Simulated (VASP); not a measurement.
```
Be2C
1.0
    0.00000     2.13607     2.13607
    2.13607     0.00000     2.13607
    2.13607     2.13607     0.00000
Be C
2 1
Direct
  0.25000   0.25000   0.25000
  0.75000   0.75000   0.75000
  0.00000   0.00000   0.00000
```

Level of theory: LDA (Ceperley-Alder, Perdew-Zunger), VASP's LDA PAW potentials (set 64) (plane waves; VASP 6.6.1). Settings: 520 eV cut-off, 10×10×10 Γ-centred mesh, tetrahedra with Blöchl corrections, potentials Be C.

Tabulate the total density of states (states/eV per cell) against energy (eV; zero at the valence-band maximum or, without a gap, the Fermi level).

(E (eV), DOS (states/eV)): (-9.98, 0.00); (-9.74, 0.00); (-9.62, 0.00); (-9.38, 0.00); (-9.26, 0.00); (-9.02, 0.00); (-8.90, 0.00); (-8.66, 0.13); (-8.54, 0.23); (-8.30, 0.29); (-8.18, 0.33); (-7.94, 0.46); (-7.70, 0.58); (-7.58, 0.74); (-7.34, 0.74); (-7.22, 0.76); (-6.98, 0.68); (-6.86, 0.75); (-6.62, 0.92); (-6.50, 0.54); (-6.26, 0.43); (-6.14, 0.53); (-5.90, 0.77); (-5.66, 0.77); (-5.54, 0.73); (-5.30, 0.88); (-5.18, 0.92); (-4.94, 1.09); (-4.82, 1.27); (-4.58, 1.19); (-4.46, 1.18); (-4.22, 1.11); (-4.10, 1.07); (-3.86, 1.04); (-3.62, 1.03); (-3.50, 1.02); (-3.26, 0.97); (-3.14, 0.95); (-2.90, 0.92); (-2.78, 0.90); (-2.54, 0.89); (-2.42, 0.87); (-2.18, 0.80); (-2.06, 0.76); (-1.82, 0.57); (-1.70, 0.53); (-1.46, 0.43); (-1.22, 0.36); (-1.10, 0.32); (-0.86, 0.26); (-0.74, 0.23); (-0.50, 0.17); (-0.38, 0.15); (-0.14, 0.01); (-0.02, 0.00); (0.22, 0.00); (0.34, 0.00); (0.58, 0.00); (0.82, 0.00); (0.94, 0.00); (1.18, 0.00); (1.30, 0.00); (1.54, 0.02); (1.66, 0.04); (1.90, 0.07); (2.02, 0.08); (2.26, 0.10); (2.38, 0.11); (2.62, 0.14); (2.86, 0.16); (2.98, 0.17); (3.22, 0.20); (3.34, 0.22); (3.58, 0.26); (3.70, 0.29); (3.94, 0.34); (4.06, 0.37); (4.30, 0.50); (4.42, 0.63); (4.66, 0.96)
Within 2 eV below the valence-band maximum the largest weight inside VASP's projection spheres is C p, then Be p.

The compound is Be2C in the antifluorite structure. It was relaxed first.
